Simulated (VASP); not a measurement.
Output of a VASP run:

OSZICAR:
```
       N       E                     dE             d eps       ncg     rms          rms(c)
DAV:   1     0.716654697273E+02    0.71665E+02   -0.86286E+03   754   0.150E+03
DAV:   2    -0.118145413031E+02   -0.83480E+02   -0.79664E+02   804   0.261E+02
DAV:   3    -0.169740326389E+02   -0.51595E+01   -0.51277E+01   949   0.663E+01
DAV:   4    -0.170186881791E+02   -0.44656E-01   -0.44646E-01   774   0.649E+00
DAV:   5    -0.170188719967E+02   -0.18382E-03   -0.18381E-03   944   0.439E-01    0.673E+00
DAV:   6    -0.827398904262E+01    0.87449E+01   -0.75590E+00   759   0.854E+01    0.555E+00
DAV:   7    -0.838625296958E+01   -0.11226E+00   -0.11948E+00   789   0.205E+01    0.286E+00
DAV:   8    -0.840192574259E+01   -0.15673E-01   -0.44457E-01   754   0.146E+01    0.936E-01
DAV:   9    -0.860581933466E+01   -0.20389E+00   -0.32586E-01   754   0.776E+00    0.357E-01
DAV:  10    -0.844606946890E+01    0.15975E+00   -0.20711E-01   754   0.537E+00    0.142E-01
DAV:  11    -0.844745288361E+01   -0.13834E-02   -0.11808E-02   789   0.124E+00    0.817E-02
DAV:  12    -0.844774652111E+01   -0.29364E-03   -0.46239E-04   884   0.236E-01    0.884E-02
DAV:  13    -0.844862992891E+01   -0.88341E-03   -0.92727E-04   774   0.446E-01    0.448E-02
DAV:  14    -0.844859570317E+01    0.34226E-04   -0.17098E-04   884   0.225E-01    0.313E-02
DAV:  15    -0.844876518115E+01   -0.16948E-03   -0.10089E-04   769   0.138E-01    0.282E-02
DAV:  16    -0.844880713063E+01   -0.41949E-04   -0.52476E-05   759   0.902E-02    0.619E-03
DAV:  17    -0.844880761171E+01   -0.48108E-06   -0.66936E-07   881   0.858E-03    0.650E-03
DAV:  18    -0.844881438492E+01   -0.67732E-05   -0.26317E-06   759   0.179E-02    0.557E-03
DAV:  19    -0.844882309811E+01   -0.87132E-05   -0.61921E-06   804   0.173E-02    0.417E-03
DAV:  20    -0.844882316188E+01   -0.63770E-07   -0.17362E-07   839   0.460E-03
   1 F= -.84488232E+01 E0= -.84488232E+01  d E =-.322796E-13
```

OUTCAR:
```
------------------------ aborting loop because EDIFF is reached ----------------------------------------
  FORCE on cell =-STRESS in cart. coord.  units (eV):
  Direction    XX          YY          ZZ          XY          YZ          ZX
  --------------------------------------------------------------------------------------
  Total        0.5666301      0.5666301      0.5666301      0.0000000      0.0000000      0.0000000
  in kB       20.7674754     20.7674754     20.7674754      0.0000000      0.0000000      0.0000000
  external PRESSURE =      20.7674754 kB  Pullay stress =       0.0000000 kB
  volume of cell :       43.71
      direct lattice vectors                 reciprocal lattice vectors
     0.000000000  2.795967908  2.795967908    -0.178828948  0.178828948  0.178828948
     2.795967908  0.000000000  2.795967908     0.178828948 -0.178828948  0.178828948
     2.795967908  2.795967908  0.000000000     0.178828948  0.178828948 -0.178828948
  FREE ENERGIE OF THE ION-ELECTRON SYSTEM (eV)
  ---------------------------------------------------
  free  energy   TOTEN  =        -8.4488231619 eV

  energy  without entropy=       -8.4488231619  energy(sigma->0) =       -8.44882316
```
(Selected blocks of OUTCAR.)

### POSCAR
```
ZnSe
1
    0.0000000000     2.7959679078     2.7959679078
    2.7959679078     0.0000000000     2.7959679078
    2.7959679078     2.7959679078     0.0000000000
Zn Se
1 1
Direct
  1.0000000000   0.0000000000   0.0000000000
  0.2500000000   0.2500000000   0.2500000000
```

Task: Reconstruct the remaining input files.

Result: One answer among several that fit: the input of the run itself, MS2 meta-GGA, plane waves, VASP's PBE PAW potentials (set 64).

KPOINTS:
```
Automatic mesh
0
Gamma
8 8 8
0 0 0
```

INCAR:
```
# general
SYSTEM   =  ZnSe
PREC     =  Accurate
ENCUT    =  520   # plane-wave cut-off (eV)
LREAL    =  F
LASPH    =  T   # aspherical one-centre terms

# electronic loop
EDIFF    =  1E-7
NELM     =  100
ALGO     =  Normal   # blocked Davidson
LMAXMIX  =  4
LMIXTAU  =  T

# smearing
ISMEAR   =  0   # Gaussian
SIGMA    =  0.05   # width (eV)

# functional
METAGGA  =  MS2

# ions
ISIF     =  2

# output
LWAVE    =  F
LCHARG   =  F
```

POTCAR, in this order: Zn Se (PBE.64 set). Program: vasp_std.

The compound is ZnSe in the zinc blende structure. This cell is one point of a volume scan, at 0.97 of the reference volume.
